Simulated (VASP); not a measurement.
Computed with r2SCAN meta-GGA, VASP's PBE PAW potentials (set 64) (plane waves; VASP).

VASP ran on this input.

**POSCAR**
```
HfO2
1.0
  0.0000000000   2.5170634621   2.5170634621
  2.5170634621   0.0000000000   2.5170634621
  2.5170634621   2.5170634621   0.0000000000
Hf O
1 2
Cartesian
  0.0000000000   0.0000000000   0.0000000000
  1.2585317310   1.2585317310   1.2585317310
  3.7755951932   3.7755951932   3.7755951932
```

### INCAR
```
SYSTEM = HfO2
PREC = Normal; ENCUT = 450; LREAL = .FALSE.
LASPH = .TRUE.
EDIFF = 1E-5; NELM = 100; NELMIN = 4
ALGO = Normal; LMAXMIX = 6; LMIXTAU = .TRUE.
ISMEAR = 0; SIGMA = 0.05
METAGGA = R2SCAN
IBRION = 2; NSW = 20; ISIF = 2
EDIFFG = -0.03
LWAVE = .FALSE.; LCHARG = .FALSE.
```

### KPOINTS
```
K-points
0
gamma
10 10 10
0 0 0
```

POTCAR, in this order: Hf_pv O (PBE.64 set). Program: vasp_std.

At this cut-off the stress carries a Pulay error, which pulls relaxed volumes low. Unless said otherwise, spin-orbit coupling is left out, though it shifts the bands of the heavy elements here.

Q: What does the run give for the energy per atom (σ→0), pressure, band gap (on the k-mesh)?

A: 
The energy per atom (σ→0) is -22.856 eV/atom and the band gap (on the k-mesh) is 4.36 eV. The pressure is -1.16 GPa.

File OSZICAR:
```
...
DAV:  13    -0.685678625670E+02   -0.10286E-01   -0.57934E-03  1599   0.653E-01    0.358E-01
DAV:  14    -0.685669647632E+02    0.89780E-03   -0.87217E-04  1739   0.269E-01    0.276E-01
DAV:  15    -0.685678851950E+02   -0.92043E-03   -0.11554E-03  1774   0.251E-01    0.479E-02
DAV:  16    -0.685676431409E+02    0.24205E-03   -0.45082E-05  1543   0.644E-02    0.231E-02
DAV:  17    -0.685677318234E+02   -0.88683E-04   -0.11101E-05  1048   0.307E-02    0.324E-03
DAV:  18    -0.685676984383E+02    0.33385E-04   -0.14803E-06   817   0.144E-02    0.226E-03
DAV:  19    -0.685676893063E+02    0.91320E-05   -0.33655E-07   775   0.668E-03
   1 F= -.68567689E+02 E0= -.68567689E+02  d E =-.685677E+02
```

The compound is HfO2 in the fluorite structure, the high-temperature cubic form, which is unstable at 0 K; the monoclinic form is the stable one. It was relaxed first.
